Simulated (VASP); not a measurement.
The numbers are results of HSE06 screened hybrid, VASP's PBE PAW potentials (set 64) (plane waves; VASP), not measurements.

VASP input:

**INCAR**
```
SYSTEM=GeSi62
PREC=Normal; ENCUT=400; LREAL=Auto
LASPH=T; ISYM=0
EDIFF=1E-5; NELM=50; NELMIN=4
ALGO=Normal; LMAXMIX=4
ISMEAR=0; SIGMA=0.05
GGA=PE; LHFCALC=T; AEXX=0.25
HFSCREEN=0.2; PRECFOCK=Fast
ISIF=0
LWAVE=F; LCHARG=F
```

**KPOINTS**
```
Automatic mesh
0
Gamma
1 1 1
0 0 0
```

POSCAR:
```
GeSi62
10.9370750
  0.9999999726   0.0000000000   0.0000000000
  0.0000000000   0.9999999726   0.0000000000
  0.0000000000   0.0000000000   0.9999999726
Si Ge
62 1
Direct
  0.5007459471   0.9983436970   0.9984248890
  0.6250005009   0.1249498429   0.1249075827
  0.7491693112   0.2508625110   0.0015123755
  0.8749617688   0.3750004677   0.1249441151
  0.7491386031   0.0015995595   0.2508025780
  0.8752267241   0.1247495201   0.3749207753
  0.9995106067   0.0002637327   0.0001825054
  0.1230728728   0.1258175389   0.1258987146
  0.2505765840   0.2484162869   0.0016726352
  0.3722415639   0.3802153416   0.1255945443
  0.4991515961   0.5007850615   0.9994255772
  0.6197467896   0.6276669280   0.1255949196
  0.7515378673   0.7493061173   0.0016552253
  0.8739629320   0.8767986544   0.1259782899
  0.2503864230   0.0015570574   0.2485189703
  0.3721250631   0.1255950454   0.3800988526
  0.4828244507   0.2373273547   0.2372410271
  0.7623391258   0.5168355781   0.2374186813
  0.8742549191   0.6276927767   0.3799839151
  0.4990227274   0.9995945553   0.5006506838
  0.6197285006   0.1254982644   0.6276782055
  0.7632741686   0.2366715800   0.5175095338
  0.8743836522   0.3801745939   0.6276830741
  0.7514439896   0.0016070652   0.7494473768
  0.8739449057   0.1259994657   0.8767759504
  0.0014928117   0.4990971527   0.9984432935
  0.1231258270   0.6247089510   0.1252586080
  0.2496457871   0.7502608027   0.0017932877
  0.3751673447   0.8767245180   0.1253156518
  0.9983172124   0.2507831311   0.2506602403
  0.1247980663   0.3753882610   0.3751921110
  0.2493829931   0.5038735393   0.2526177795
  0.3793879371   0.6204810184   0.3790947411
  0.4959994550   0.7504728566   0.2526432808
  0.6244032223   0.8750357394   0.3752602359
  0.0016238934   0.9983059815   0.4991481145
  0.1231468337   0.1253253305   0.6246610097
  0.2492991657   0.2526993571   0.5037080827
  0.3792683051   0.3789743412   0.6205238377
  0.6209965377   0.6206119045   0.6205001529
  0.7472168996   0.7505435601   0.5036680799
  0.8746179238   0.8766750313   0.6245961054
  0.2496764520   0.0018361603   0.7501935885
  0.3752793716   0.1252680201   0.8766457764
  0.4961350974   0.2526550303   0.7504154083
  0.6246051261   0.3753285422   0.8749430493
  0.7472579831   0.5037762646   0.7504281256
  0.8746427037   0.6244938070   0.8767307938
  0.9983432797   0.7495371145   0.2484642963
  0.1269412840   0.8730061729   0.3744558691
  0.0003410491   0.5008908004   0.5006752783
  0.1240574015   0.6260345379   0.6259930078
  0.2523410919   0.7477295194   0.5019067965
  0.3739246166   0.8759759551   0.6260048080
  0.9982710149   0.2485330170   0.7494859149
  0.1268827384   0.3743321423   0.8732202480
  0.2521732249   0.5018324360   0.7477516112
  0.3738679587   0.6260213609   0.8758849050
  0.4979366051   0.7476784251   0.7476352440
  0.6255514407   0.8729038739   0.8731123958
  0.9980046219   0.7501410053   0.7502276086
  0.1247612339   0.8750947391   0.8750657666
  0.5278918958   0.4720410029   0.4720318975
```

POTCAR, in this order: Si Ge (PBE.64 set). Program: vasp_gam. Read from the step before: WAVECAR.

The resulting files:

OUTCAR:
```
 ion  position               nearest neighbor table
   1  0.501  0.998  0.998-  29 2.36  44 2.36  60 2.37   2 2.38
   2  0.625  0.125  0.125-  17 2.33   5 2.36   3 2.36   1 2.38
   3  0.749  0.251  0.002-   4 2.36   2 2.36  25 2.36  46 2.37
   4  0.875  0.375  0.125-  18 2.33  30 2.36   3 2.36  26 2.38
   5  0.749  0.002  0.251-   6 2.36   2 2.36  14 2.36  35 2.37
   6  0.875  0.125  0.375-  22 2.33   5 2.36  30 2.36  36 2.38
   7  1.000  0.000  0.000-  25 2.37  14 2.37   8 2.37  62 2.37
   8  0.123  0.126  0.126-  15 2.36   9 2.36  30 2.36   7 2.37
   9  0.251  0.248  0.002-  44 2.35   8 2.36  10 2.38  56 2.39
  10  0.372  0.380  0.126-  17 2.32  32 2.36  11 2.36   9 2.38
  11  0.499  0.501  0.999-  12 2.36  10 2.36  58 2.36  46 2.37
  12  0.620  0.628  0.126-  18 2.32  34 2.36  11 2.36  13 2.38
  13  0.752  0.749  0.002-  48 2.35  14 2.36  12 2.38  60 2.39
  14  0.874  0.877  0.126-  49 2.36  13 2.36   5 2.36   7 2.37
  15  0.250  0.002  0.249-  29 2.35   8 2.36  16 2.38  50 2.39
  16  0.372  0.126  0.380-  17 2.32  20 2.36  38 2.36  15 2.38
  17  0.483  0.237  0.237-  10 2.32  16 2.32   2 2.33
  18  0.762  0.517  0.237-  12 2.32  19 2.32   4 2.33
  19  0.874  0.628  0.380-  18 2.32  41 2.36  51 2.36  49 2.38
  20  0.499  1.000  0.501-  16 2.36  21 2.36  54 2.36  35 2.37
  21  0.620  0.125  0.628-  22 2.32  45 2.36  20 2.36  24 2.38
  22  0.763  0.237  0.518-  23 2.32  21 2.32   6 2.33
  23  0.874  0.380  0.628-  22 2.32  47 2.36  51 2.36  55 2.38
  24  0.751  0.002  0.749-  42 2.36  25 2.36  21 2.38  60 2.39
...
```

### OSZICAR
```
       N       E                     dE             d eps       ncg     rms          rms(c)
DAV:   1    -0.385974535345E+03   -0.38597E+03   -0.12588E+01   316   0.814E+00    0.190E+01
DAV:   2    -0.386078497791E+03   -0.10396E+00   -0.32821E-01   354   0.125E+00    0.125E+01
DAV:   3    -0.386060999564E+03    0.17498E-01   -0.29394E-02   362   0.347E-01    0.741E+00
DAV:   4    -0.386054671141E+03    0.63284E-02   -0.93551E-03   346   0.172E-01    0.427E+00
DAV:   5    -0.386052403037E+03    0.22681E-02   -0.13042E-03   354   0.692E-02    0.246E+00
DAV:   6    -0.386051568514E+03    0.83452E-03   -0.40642E-04   354   0.412E-02    0.140E+00
DAV:   7    -0.386051302210E+03    0.26630E-03   -0.17092E-04   346   0.247E-02    0.796E-01
DAV:   8    -0.386051219750E+03    0.82460E-04   -0.49022E-05   330   0.130E-02    0.454E-01
DAV:   9    -0.386051196828E+03    0.22922E-04   -0.13467E-05   194   0.746E-03    0.261E-01
DAV:  10    -0.386051192100E+03    0.47283E-05   -0.67642E-06   186   0.554E-03
   1 F= -.38605119E+03 E0= -.38605119E+03  d E =-.167079E-10
```

### OUTCAR
```
------------------------ aborting loop because EDIFF is reached ----------------------------------------
  volume of cell :     1308.29
      direct lattice vectors                 reciprocal lattice vectors
    10.937074700  0.000000000  0.000000000     0.091432127  0.000000000  0.000000000
     0.000000000 10.937074700  0.000000000     0.000000000  0.091432127  0.000000000
     0.000000000  0.000000000 10.937074700     0.000000000  0.000000000  0.091432127
 POSITION                                       TOTAL-FORCE (eV/Angst)
 -----------------------------------------------------------------------------------
      5.47670     10.91896     10.91985         0.027151      0.011282      0.006578
      6.83568      1.36659      1.36612        -0.023252     -0.020417     -0.024422
      8.19372      2.74370      0.01654        -0.037853      0.026762     -0.022512
      9.56952      4.10141      1.36652         0.015796      0.015590     -0.022249
      8.19338      0.01749      2.74305        -0.038175     -0.033211      0.030993
      9.57242      1.36439      4.10054         0.019311     -0.021313      0.022996
     10.93172      0.00288      0.00200         0.020198     -0.018241     -0.011477
      1.34606      1.37608      1.37696         0.028969      0.012117      0.004493
      2.74057      2.71695      0.01829        -0.040592      0.022917     -0.019816
      4.07123      4.15844      1.37364         0.011924      0.000648      0.012985
      5.45926      5.47712     10.93079         0.021441     -0.021160     -0.008422
      6.77822      6.86484      1.37364        -0.004579     -0.013123      0.016047
      8.21963      8.19522      0.01810        -0.031314      0.039236     -0.019185
      9.55860      9.58961      1.37783        -0.007398     -0.027500     -0.000313
      2.73850      0.01703      2.71807        -0.032474     -0.016723      0.021493
      4.06996      1.37364      4.15717         0.011859      0.024337     -0.000676
      5.28069      2.59567      2.59472        -0.014139     -0.090290     -0.089406
      8.33776      5.65267      2.59667         0.089434      0.016103     -0.087132
      9.56179      6.86512      4.15591        -0.016212     -0.008341      0.008214
      5.45785     10.93264      5.47565         0.027136     -0.015460     -0.012310
      6.77802      1.37258      6.86496         0.000962      0.015402     -0.011850
      8.34799      2.58849      5.66004         0.079300     -0.085900      0.015979
      9.56320      4.15800      6.86502        -0.011135      0.005219     -0.012986
      8.21860      0.01758      8.19676        -0.031831     -0.026894      0.035411
      9.55840      1.37807      9.58936        -0.007194      0.001989     -0.032060
      0.01633      5.45866     10.92005        -0.005241     -0.018689      0.009142
      1.34664      6.83249      1.36996         0.023934     -0.015598     -0.004984
      2.73039      8.20566      0.01961        -0.038456      0.036940     -0.027890
      4.10323      9.58880      1.37059         0.020082     -0.018762     -0.006260
     10.91867      2.74283      2.74149         0.032685      0.029245      0.036153
      1.36493      4.10565      4.10350         0.009871     -0.001045      0.004451
      2.72752      5.51090      2.76290        -0.023241     -0.020728      0.025013
      4.14939      6.78625      4.14619         0.028901     -0.026058      0.040106
      5.42478      8.20798      2.76318         0.021246      0.019245      0.019420
      6.82914      9.57033      4.10425         0.005262     -0.005182     -0.000030
      0.01776     10.91855      5.45922        -0.011072      0.010915     -0.021967
      1.34687      1.37069      6.83196         0.021720     -0.004096     -0.013588
      2.72660      2.76379      5.50909        -0.019949      0.024709     -0.017961
      4.14809      4.14487      6.78672         0.035607      0.043347     -0.030991
      6.79189      6.78768      6.78646        -0.052807     -0.031992     -0.028352
      8.17237      8.20875      5.50866        -0.021628      0.023199     -0.019247
      9.56576      9.58826      6.83125         0.001522     -0.017027     -0.010191
      2.73073      0.02008      8.20492        -0.042537     -0.024755      0.038213
      4.10446      1.37007      9.58794         0.020833     -0.002778     -0.012816
      5.42627      2.76331      8.20735         0.015669      0.023539      0.023066
      6.83135      4.10500      9.56932        -0.006091      0.003116     -0.008543
      8.17282      5.50984      8.20749        -0.024872     -0.018705      0.024944
      9.56603      6.83014      9.58887         0.000267     -0.008179     -0.023333
     10.91896      8.19774      2.71747         0.017930      0.030848      0.030510
      1.38837      9.54813      4.09545         0.002954     -0.008484      0.029840
      0.00373      5.47828      5.47592         0.016213     -0.024462     -0.018436
      1.35683      6.84699      6.84653         0.028739      0.004314      0.007350
      2.75987      8.17797      5.48939        -0.026219      0.013918     -0.081829
      4.08964      9.58061      6.84666        -0.007709     -0.033363      0.005078
     10.91816      2.71822      8.19718         0.025034      0.025599      0.034254
      1.38773      4.09410      9.55048         0.007146      0.025316     -0.012452
      2.75804      5.48858      8.17822        -0.021537     -0.076080      0.018637
      4.08902      6.84684      9.57962        -0.007928      0.005741     -0.034873
      5.44597      8.17741      8.17694         0.094622      0.021084      0.024005
      6.84170      9.54701      9.54930        -0.026760     -0.000174     -0.005809
     10.91525      8.20435      8.20530         0.033973      0.039591      0.031677
      1.36452      9.57098      9.57066         0.005260     -0.006838     -0.008787
      5.77359      5.16275      5.16265        -0.190760      0.189301      0.186104
 -----------------------------------------------------------------------------------
    total drift:                               -0.030796      0.045086      0.057198
  FREE ENERGIE OF THE ION-ELECTRON SYSTEM (eV)
  ---------------------------------------------------
  free  energy   TOTEN  =      -386.0511920999 eV

  energy  without entropy=     -386.0511920999  energy(sigma->0) =     -386.05119210

  exchange ACFDT corr.  =         0.00000000  see jH, gK, PRB 81, 115126
```
(Selected blocks of OUTCAR.)

The supercell is sampled at Γ alone, which is coarse: total energies, pressure and levels can be off, energies of defects by several tenths of an eV.

The cell is a supercell with a defect, built from Si (diamond): Ge_Si-vac_Si. The cell's shape comes from a PBE relaxation. The run is not spin-polarised, so no state with unpaired spins was tried.
